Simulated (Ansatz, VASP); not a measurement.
## SiSeS (1T-SiSSe, 1 layer) in two plane-wave programs

Aim: how closely do two programs agree when they are given the same cell, functional and k mesh? Of the first pair: The structure shown is the start of the Ansatz relaxation below; VASP solves that cell, so the two are compared at the walk's first step.

Calculated with Ansatz 0.2.0; plane waves, with VASP 6.6.1 beside it; single point at PBE.

### Step 1. Starting point

The cell holds 3 atoms: 1 Se, 1 Si and 1 S. Cell: a = 3.405 Å, b = 3.405 Å, c = 18.924 Å, α = 90.0°, β = 90.0°, γ = 120.0°. Vacuum lies along c.

### Step 2. Ansatz: relaxation, PBE

Ansatz runs on its default PAW (the set named soft_2) files.

The two programs are compared at the cell with which this relaxation starts, whose forces are those of its first step.

The input, input.yaml:

```yaml
crystal:
  lattice:
    - [3.405, 0.0, 0.0]
    - [-1.7025, 2.9488164999, 0.0]
    - [0.0, 0.0, 18.9236433976]
  atoms:
    - { symbol: Se, position: [0.6666666667, 0.3333333333, 0.4491735456] }
    - { symbol: Si, position: [0.0, 0.0, 0.5035613918] }
    - { symbol: S, position: [0.3333333333, 0.6666666667, 0.5508264544] }
kpoints:
  mp_grid: { grid: [12, 12, 1] }
hamiltonian:
  xc: pbe
scf:
  occupations: { method: fermi_dirac, width: 0.05 }
  convergence: { dr2_threshold: 1.0e-08 }
efield:
  axis: 3
  dipole_correction: true
  ramp_position: 0.97
  ramp_width: 0.04
relax:
  f_tol: 0.01
  cell: { fix: [c, alpha, beta] }
output:
  write_potential: true
  write_density: true
  volumetric_format: npy
```

The run is started by

```sh
$ ansatz run input.yaml --threads 4 --pin off --max-ram 8192MiB --backend cpu --events-out ev --progress --plain --runs-dir out
```

Numbers of over 12 decimals in the logs are rounded to 6 here.

What it wrote:

```text
Warning: relax.cell: scf.convergence.dr2_threshold = 1e-8 eV is looser than the 3e-10 eV advised for a relaxation that steers and ends on the stress (1e-10 eV for each atom of the cell: 3). What an SCF threshold leaves in a stress goes as its square root, and in the free energy as the threshold itself, and one threshold admits the most on a small cell: [figures from the program's tests cut] Set scf.convergence.dr2_threshold to 3e-10 eV or tighter. The threshold is an SCF's pass mark: one that does not reach it within its budget of iterations ends unconverged, or closes short of it on a stop that the run arms, and scf.convergence.dr2_threshold's page says what that costs each kind of run
Engine: ansatz 0.2.0, aarch64-unknown-linux-gnu
Pseudopotentials: kind: paw
Pseudopotential: Se, paw, valence charge 16, recommended cutoff 420 eV (normal), Se.paw.azcp
Pseudopotential: Si, paw, valence charge 4, recommended cutoff 420 eV (normal), Si.paw.azcp
Pseudopotential: S, paw, valence charge 6, recommended cutoff 420 eV (normal), S.paw.azcp
Functional definition: PBE
  parameter kappa = 0.804
  parameter beta = 0.066725
  exchange = pbe_x(kappa = kappa, mu = beta*pi^2/3)
  correlation = pbe_c(beta = beta)
Crystal: 3 atoms, lattice volume = 190.007 Å³
Basis set: ecut = 420 eV, 3699 PW (Γ), exchange–correlation on 48×48×256 points (8 copies of the dense FFT grid, shifted against one another)
Bands: 17, of which v1, the nominal top of the filled ones, is band 13 counted from 1 (12 counted from 0)
Symmetry: 6 space group operations
Space group: P3m1 (ITA 156), of the structure as read, at distance tolerance 5.7e-5 Å
k-points: 19 of 144 (time reversal used)
Non-local potential: Se, projectors of the file, l = 0: 2, l = 1: 2, l = 2: 3, l = 3: 1
Non-local potential: Si, projectors of the file, l = 0: 2, l = 1: 2, l = 2: 2
Non-local potential: S, projectors of the file, l = 0: 2, l = 1: 2, l = 2: 2
PAW form: soft (Blöchl's): semilocal exchange-correlation on the pseudo side does not see the compensation charge
PAW one-centre angular grid: Se, 590 points (default); XC on 64 Gauss nodes
PAW one-centre angular grid: Si, 110 points (default); XC on 64 Gauss nodes
PAW one-centre angular grid: S, 110 points (default); XC on 64 Gauss nodes
Initial density: superposition of atomic densities (neutral atoms: chi_scale 0, normalization atom), corrected by the library's trained network
Initial wavefunctions: pseudopotential atomic-orbital guess
Functional: x = pbe(κ = 0.804, μ = 0.219515), c = pbe(β = 0.066725)
SCF iter   1: F=—  HF=-7005.676347 eV  |F-HF|=—  |Δ(HF+E_count)|=         —  Δρ=2.75e-3  dr2=3.21e-2  ethr=1.77e-3  p=0.024 e·Å  D=2.30e-2 V/Å  ΔV_dip=-0.43 eV  dr2_dipole=7.41e-3  V_vac-E_F(+/−)=4.57/5.01 eV  ⟨swp⟩=8.9  Hψ=2376  notcnv=0
efield: sawtooth ramp at fractional position 0.9700 (set: `efield.ramp_position`, or a place that a band, a saddle search or an elastic batch's reference lends), width 0.0400; the density the first Hamiltonian is built on has a dipole p = 0.024 e·Å; the dipole correction subtracts the counter field D = 2.30e-2 V/Å, which shifts the + side's vacuum level by -0.43 eV against the − side's; the planar-averaged density in the ramp window peaks in size at 2.3e-5 e/Å³
preconditioner: auto → none  [insulator: Δε(μ)=1.446 eV  Ē_g=11.540 eV  σ=0.050 eV  W_gap=1.00  n_scr=10 (ndim 8)  ℏωp=10.8 eV  f_vac=0.698  D(μ)=0.00/eV (n_scr^D=0)  ε∞_Penn≈1.9]
SCF iter   2: F=—  HF=-7005.689834 eV  |F-HF|=—  |Δ(HF+E_count)|=   1.35e-2  Δρ=2.73e-3  dr2=1.21e-1  ethr=1.23e-4  p=-0.038 e·Å  D=-3.64e-2 V/Å  ΔV_dip=0.69 eV  dr2_dipole=2.72e-2  V_vac-E_F(+/−)=5.14/4.45 eV  ⟨swp⟩=4.4  Hψ=889  notcnv=0
SCF iter   3: F=—  HF=-7005.668634 eV  |F-HF|=—  |Δ(HF+E_count)|=   2.12e-2  Δρ=8.71e-4  dr2=3.40e-3  ethr=1.23e-4  p=0.005 e·Å  D=4.36e-3 V/Å  ΔV_dip=-0.08 eV  dr2_dipole=9.16e-4  V_vac-E_F(+/−)=4.79/4.87 eV  ⟨swp⟩=4.2  Hψ=626  notcnv=0
SCF iter   4: F=—  HF=-7005.669006 eV  |F-HF|=—  |Δ(HF+E_count)|=   3.72e-4  Δρ=2.85e-4  dr2=2.02e-4  ethr=1.31e-5  p=-0.005 e·Å  D=-4.66e-3 V/Å  ΔV_dip=0.09 eV  dr2_dipole=1.39e-5  V_vac-E_F(+/−)=4.92/4.83 eV  ⟨swp⟩=2.2  Hψ=537  notcnv=0
SCF iter   5: F=—  HF=-7005.669177 eV  |F-HF|=—  |Δ(HF+E_count)|=   1.71e-4  Δρ=1.07e-4  dr2=2.12e-5  ethr=7.77e-7  p=-0.006 e·Å  D=-6.06e-3 V/Å  ΔV_dip=0.11 eV  dr2_dipole=9.74e-7  V_vac-E_F(+/−)=4.93/4.81 eV  ⟨swp⟩=2.5  Hψ=528  notcnv=0
SCF iter   6: F=—  HF=-7005.669150 eV  |F-HF|=—  |Δ(HF+E_count)|=   2.72e-5  Δρ=3.02e-5  dr2=5.93e-6  ethr=8.15e-8  p=-0.007 e·Å  D=-6.57e-3 V/Å  ΔV_dip=0.12 eV  dr2_dipole=3.62e-7  V_vac-E_F(+/−)=4.94/4.81 eV  ⟨swp⟩=2.9  Hψ=517  notcnv=0
[...]
SCF iter   6: F=-7008.197885 eV  HF=-7008.197885 eV  |F-HF|=6.09e-11  |Δ(HF+E_count)|=  7.87e-10  Δρ=6.75e-7  dr2=4.94e-10  ethr=3.85e-11  p=-0.019 e·Å  D=-1.80e-2 V/Å  ΔV_dip=0.34 eV  dr2_dipole=4.14e-14  V_vac-E_F(+/−)=5.64/5.30 eV  ⟨swp⟩=9.0  Hψ=1985  notcnv=0
SCF 6 converged in 6 iterations: F = -7008.197885 eV  dr2 = 4.94e-10
relax step   6: F+E_penalty+E_count = -7008.19788540 eV  Δ(F+E_penalty+E_count) = -4.859e-5 eV  max|allowed force component| = 1.554e-2 eV/Å  Δτ_max = 0.0010 Å  P = +0.013 GPa  Ω = 190.036 Å³  energy of the carried Pulay correction = -1.011e-6 eV  fix = [c, alpha, beta]  reactions: c +0.004 GPa  (6 SCF iters, accepted)
[...]
relax step   7: F+E_penalty+E_count = -7008.19789306 eV  Δ(F+E_penalty+E_count) = -7.663e-6 eV  max|allowed force component| = 1.157e-3 eV/Å  Δτ_max = 0.0005 Å  P = +0.002 GPa  Ω = 190.117 Å³  energy of the carried Pulay correction = -3.841e-6 eV  fix = [c, alpha, beta]  reactions: c +0.002 GPa  (5 SCF iters, accepted)
[...]
relax step   8: F+E_penalty+E_count = -7008.19789582 eV  Δ(F+E_penalty+E_count) = -2.758e-6 eV  max|allowed force component| = 1.120e-3 eV/Å  Δτ_max = 0.0000 Å  P = +0.001 GPa  Ω = 190.117 Å³  fix = [c, alpha, beta]  reactions: c +0.000 GPa  stress off target by 8.08e-4 GPa on what of the cell is left free  SCF on the basis re-selected at this cell (its energy is not comparable with the rows above)  (4 SCF iters)
basis re-selected at this cell: Δ(F+E_penalty+E_count) = -2.758e-6 eV, ΔP = -0.002 GPa vs the last step (what re-selecting the basis moved, of the pressure what is left beyond the Pulay correction that the steps carried, after the strain that the cell walked since its last selection, with what the two solves' SCF thresholds leave and, on support functions, any second-order correction that the steps lacked; it is no m [...]
SCF converged after 4 iterations
Free energy (F): -7008.197896 eV
Harris-Foulkes:  -7008.197896 eV  (|F-HF|=1.04e-9)
Internal energy: -7008.197830 eV  (E = F + TS)
E sigma→0 (E₀):  -7008.197863 eV
Entropy (-TS):   -0.000066 eV (-0.022 meV/atom)
Fermi energy:    -1.348629 eV
Dipole field:    D = -0.017800 V/Å  (p = -0.018702 e·Å, saw-weighted, corrected)
Work function:   Φ+ = 5.6388 eV   Φ− = 5.3020 eV
Levels:          The Fermi level and band energies are counted from a zero that moves with the ramp; work functions are not
--- Per-component energies (eV) ---
  E_band       = -605.576191
  E_kinetic    = 269.004104
  E_local      = -14054.004054  (includes V_loc(G=0)·N_el)
  E_nonlocal   = -543.970069
  E_hartree    = 6872.677660
  E_xc         = -257.552395
  E_vxc        = -233.894160  (∫ρ·V_xc dr)
  E_paw        = -3023.835992  (= ΣΔE_a)
  E_vpaw       = 212.086959  (= ΣTr[D̂ρ^β])
  E_aug_tail   = -0.000614  (compensation charges beyond the density's cutoff)
  E_efield     = 0.000166  (sawtooth field / dipole correction)
  E_vefield    = -0.153599  (∫n·V_field dr)
  E_ewald      = 3729.483364
  E_smearing   = -0.000066  (= −TS)
  E_closure    = -0.000000  (closes the sum)
  Σ components = -7008.197896   (vs F -7008.197896, Δ=0.00e0)
--- Forces (eV/Å), atoms counted from 1 ---
  atom   1  Se     0.00000000    -0.00000000     0.00033340
  atom   2  Si     0.00000000    -0.00000000    -0.00112450
  atom   3  S      0.00000000     0.00000000     0.00077717
  max |Σ_I F_I| component: 1.39e-5 eV/Å
--- Stress (GPa, compression-positive) ---
        0.000808       0.000000       0.000000
        0.000000       0.000808      -0.000000
        0.000000      -0.000000       0.000486
  P = ⅓ Tr σ = 0.0007 GPa (0.007 kbar)
--- Band table (eV; the first three rows and the last of 19) ---
  k-point 0: bands = [... 9 lower, -2.9292, -2.9292, -1.7536, -1.7536, 0.8991, 2.1626, 2.8151, 2.8151]
  k-point 1: bands = [... 9 lower, -3.1830, -3.1532, -2.3262, -1.7146, 1.3310, 2.4721, 2.9094, 2.9969]
  k-point 2: bands = [... 9 lower, -3.6911, -3.4162, -3.0477, -1.7738, 1.1837, 2.7529, 3.4903, 3.7746]
  k-point 18: bands = [... 9 lower, -6.5277, -6.2186, -3.1484, -2.9476, 0.6230, 4.0026, 4.1900, 5.1633]
--- Relaxed structure (7 steps of the walk, 6 accepted, 1 SCFs on fresh bases) ---
  F+E_penalty+E_count = -7008.19789582 eV   max|allowed force component| = 1.120e-3 eV/Å   (the final SCF, on the basis selected at the relaxed cell)
  cell:  # Å, volume = 190.1174 Å³
    - [3.405989, 0.0, 0]
    - [-1.702994, 2.949673, 0]
    - [0, 0, 18.9236433976]
  atoms:
    - { symbol: Se, position: [0.666667, 0.333333, 0.426942] }
    - { symbol: Si, position: [2.2860302046873897e-19, 0, 0.503882] }
    - { symbol: S, position: [0.333333, 0.666667, 0.572737] }
```

### Step 3. VASP: single point, PBE, start cell, pair 1

The same cell, functional, mesh and smearing now go to VASP, with its own data sets.

Lines of VASP's logs that name or quote its potential files are left out, and so is its time.

The input, INCAR:

```
SYSTEM = SiSeS
PREC = Accurate
ENCUT = 400
EDIFF = 1E-06
NELM = 120
ISMEAR = -1
SIGMA = 0.05
LREAL = .FALSE.
ALGO = Normal
GGA = PE
NBANDS = 14
LORBIT = 11
LWAVE = .FALSE.
LCHARG = .FALSE.
ISIF = 2
LDIPOL = .TRUE.
IDIPOL = 3
DIPOL = 0.5 0.5 0.501
LVHAR = .TRUE.
LASPH = .TRUE.
GGA_COMPAT = .FALSE.
EFERMI = MIDGAP
NELMDL = -8
```

The input, POSCAR:

```
SiSeS
1.0
    3.4050000000      0.0000000000      0.0000000000
   -1.7025000000      2.9488160000      0.0000000000
    0.0000000000      0.0000000000     18.9236430000
Se Si S
1 1 1
Direct
    0.6666667232      0.3333334464      0.4491735550
    0.0000000565      0.0000001131      0.5035613914
    0.3333333899      0.6666667797      0.5508264450
```

The input, KPOINTS:

```
Automatic mesh
0
Gamma
12 12 1
0 0 0
```

PAW data sets: Se, Si and S (PBE family, release 64).

The run is started by

```sh
$ mpirun -np 1 vasp_std
```

What it wrote:

```text
[banner, memory and clock lines left out]
running    1 mpi-ranks, on    1 nodes
 distrk:  each k-point on    1 cores,    1 groups
 distr:  one band on    1 cores,    1 groups

 POSCAR found type information on POSCAR SeSiS
 POSCAR found :  3 types and       3 ions
 LDA part: xc-table for (Slater+PW92), standard interpolation
 POSCAR, INCAR and KPOINTS ok, starting setup
 FFT: planning ... GRIDC
 FFT: planning ... GRID_SOFT
 FFT: planning ... GRID
 WAVECAR not read
 entering main loop
       N       E                     dE             d eps       ncg     rms          rms(c)
DAV:   1     0.116429166132E+03    0.11643E+03   -0.46236E+03   532   0.672E+02
DAV:   2     0.268539594208E+00   -0.11616E+03   -0.10713E+03   870   0.150E+02
DAV:   3    -0.118725617139E+02   -0.12141E+02   -0.11891E+02   714   0.597E+01
DAV:   4    -0.121591844636E+02   -0.28662E+00   -0.28569E+00   722   0.109E+01
DAV:   5    -0.121671980546E+02   -0.80136E-02   -0.80124E-02   752   0.177E+00
DAV:   6    -0.121674438353E+02   -0.24578E-03   -0.24576E-03   814   0.289E-01
DAV:   7    -0.121674489488E+02   -0.51135E-05   -0.51136E-05   792   0.349E-02
DAV:   8    -0.121674491385E+02   -0.18964E-06   -0.18953E-06   626   0.563E-03    0.139E+01
DAV:   9    -0.118241317693E+02    0.34332E+00   -0.38611E-01   712   0.399E+00    0.792E+00
DAV:  10    -0.117519425800E+02    0.72189E-01   -0.41440E-01   736   0.378E+00    0.160E+00
DAV:  11    -0.117466804540E+02    0.52621E-02   -0.31024E-02   676   0.125E+00    0.763E-01
DAV:  12    -0.117449467983E+02    0.17337E-02   -0.56529E-03   718   0.472E-01    0.318E-01
DAV:  13    -0.117446424264E+02    0.30437E-03   -0.16829E-03   706   0.264E-01    0.770E-02
DAV:  14    -0.117446752945E+02   -0.32868E-04   -0.15786E-04   688   0.863E-02    0.567E-02
[...]
DAV:  18    -0.117450009800E+02   -0.82551E-04   -0.19773E-05   676   0.154E-02    0.993E-03
DAV:  19    -0.117450151447E+02   -0.14165E-04   -0.13464E-06   652   0.589E-03    0.524E-03
DAV:  20    -0.117450334666E+02   -0.18322E-04   -0.11431E-06   528   0.461E-03    0.170E-03
DAV:  21    -0.117450391301E+02   -0.56635E-05   -0.26059E-07   568   0.203E-03    0.192E-03
DAV:  22    -0.117450488184E+02   -0.96883E-05   -0.10727E-06   642   0.266E-03    0.261E-03
DAV:  23    -0.117450519206E+02   -0.31023E-05   -0.71214E-08   584   0.956E-04    0.814E-04
DAV:  24    -0.117450586353E+02   -0.67146E-05   -0.29511E-07   570   0.132E-03    0.168E-03
DAV:  25    -0.117450595811E+02   -0.94585E-06   -0.23597E-08   572   0.572E-04
   1 F= -.11745060E+02 E0= -.11745060E+02  d E =-.999278E-07
```

Parts of OUTCAR (step 3):

```text
ion  position               nearest neighbor table
   1  0.667  0.333  0.449-   2 2.22   2 2.22   2 2.22   3 2.75   3 2.75   3 2.75
   2  0.000  0.000  0.504-   3 2.16   3 2.16   3 2.16   1 2.22   1 2.22   1 2.22
   3  0.333  0.667  0.551-   2 2.16   2 2.16   2 2.16   1 2.75   1 2.75   1 2.75

  LATTYP: Found a hexagonal cell.
 ALAT       =     3.4050000000
 C/A-ratio  =     5.5576044053

 Subroutine GETGRP returns: Found  6 space group operations
 (whereof  6 operations were pure point group operations)

The static configuration has the point symmetry C_3v.

 Found     19 irreducible k-points:

   k-points           NKPTS =     19   k-points in BZ     NKDIM =     19   number of bands    NBANDS=     14

   dimension x,y,z NGX =    24 NGY =   24 NGZ =  126
   dimension x,y,z NGXF=    48 NGYF=   48 NGZF=  252

   ENCUT  =  400.0 eV  29.40 Ry    5.42 a.u.   5.55  5.55 30.86*2*pi/ulx,y,z

   NELECT =      16.0000    total number of electrons

 k-points in reciprocal lattice and weights: Automatic mesh
   0.00000000  0.00000000  0.00000000       0.007
   0.08333333  0.00000000  0.00000000       0.042
   0.16666667  0.00000000  0.00000000       0.042
   0.25000000  0.00000000  0.00000000       0.042
   0.33333333  0.00000000  0.00000000       0.042
   0.41666667  0.00000000  0.00000000       0.042
   0.50000000  0.00000000  0.00000000       0.021
   0.08333333  0.08333333  0.00000000       0.042
   0.16666667  0.08333333  0.00000000       0.083
[...]
0.33333333  0.25000000  0.00000000       0.083
   0.33333333  0.33333333  0.00000000       0.014

 dipolmoment           0.000000      0.000000      0.005473 electrons x Angstroem

 average (electrostatic) potential at core
       1 -60.3767       2 -92.2172       3 -93.8542

 E-fermi :  -1.5627

 k-point     1 :       0.0000    0.0000    0.0000
  band No.  band energies     occupation
    ...
      4      -5.6680      2.00000
      5      -5.6680      2.00000
      6      -4.6490      2.00000
      7      -4.6490      2.00000
      8      -2.8067      2.00000
      9      -0.1546      0.00000
     10       0.4163      0.00000
     11       2.2888      0.00000
     12       2.2888      0.00000
     13       2.7267      0.00000
    ...

 k-point     2 :       0.0833    0.0000    0.0000
  band No.  band energies     occupation
    ...
      4      -6.5844      2.00000
      5      -6.1546      2.00000
      6      -4.8350      2.00000
      7      -4.1968      2.00000
      8      -2.4911      2.00000
      9       0.2927      0.00000
     10       0.9005      0.00000
     11       1.8634      0.00000
     12       2.2383      0.00000
     13       2.8938      0.00000
    ...

 k-point     3 :       0.1667    0.0000    0.0000
  band No.  band energies     occupation
    ...
      4      -7.0323      2.00000
      5      -6.8682      2.00000
      6      -5.3985      2.00000
      7      -3.6461      2.00000
      8      -2.3310      2.00000
      9       0.5060      0.00000
     10       1.4072      0.00000
     11       2.4188      0.00000
     12       2.6474      0.00000
     13       3.1031      0.00000
    ...

  Total       12.0591082     12.0591042     11.3364455      0.0000000     -0.0000000      0.0000000
  in kB      101.6848469    101.6848124     95.5912083      0.0000000     -0.0000000      0.0000000
  external PRESSURE =      99.6536226 kB  Pullay stress =       0.0000000 kB

  energy-cutoff  :      400.00
  volume of cell :      190.01
      direct lattice vectors                 reciprocal lattice vectors
     3.405000000  0.000000000  0.000000000     0.293685756  0.169559579  0.000000000
    -1.702500000  2.948816000  0.000000000     0.000000000  0.339119158  0.000000000
     0.000000000  0.000000000 18.923643000     0.000000000  0.000000000  0.052843948

 POSITION                                       TOTAL-FORCE (eV/Angst)
 -----------------------------------------------------------------------------------
      1.70250      0.98294      8.50000         0.000000      0.000000     -6.426816
     -0.00000      0.00000      9.52922        -0.000000      0.000000      1.118856
      0.00000      1.96588     10.42364        -0.000000     -0.000000      5.307960
 -----------------------------------------------------------------------------------
    total drift:                               -0.000000     -0.000269      0.000032

  FREE ENERGIE OF THE ION-ELECTRON SYSTEM (eV)
  ---------------------------------------------------
  free  energy   TOTEN  =       -11.7450595811 eV

  energy  without entropy=      -11.7450594812  energy(sigma->0) =      -11.74505953

 vacuum level on the upper side and lower side of the slab         3.357         3.258

 total charge
# of ion       s       p       d       tot
------------------------------------------
    1        1.470   2.573   0.100   4.144
    2        0.688   0.950   0.000   1.638
    3        1.348   2.516   0.000   3.864
--------------------------------------------------
tot          3.506   6.039   0.100   9.646

[... 3 further parts left out ...]
```

### Step 4. Comparison

Known differences besides the potentials themselves: the data sets hold 26 valence electrons in Ansatz (on its default PAW (the set named soft_2) files) and 16 in VASP; the cutoff is 420 eV in Ansatz and 400 eV in VASP. Total energies have different zeros and are not compared.

Forces (eV/Å; atoms numbered as in POSCAR):

```csv
atom,"Ansatz x, y, z","VASP x, y, z"
Se1,"0.000, 0.000, -6.393","0.000, 0.000, -6.427"
Si2,"0.000, 0.000, 1.077","0.000, 0.000, 1.119"
S3,"0.000, 0.000, 5.316","0.000, 0.000, 5.308"
```

The forces differ by 18 meV/Å r.m.s., which is 0.7 % of the r.m.s. force of 2.803 eV/Å (both taken over all components). With vacuum in the cell, a pressure given here is an average over mostly empty space and none of the material.

[end of part 1 of 2]

[Lines on the potential files, build, host, timing and source positions are cut from VASP's logs without a mark.]

[Logs are printed without paths, hosts, clocks, repeated set-up lines and the standing remarks that a program may print on its own settings, such as how far it seeks lower states.]

[Hosts, paths, dates, database ids (printed as entryN), source tags and the programs' standing remarks are cut or masked in the printed files.]
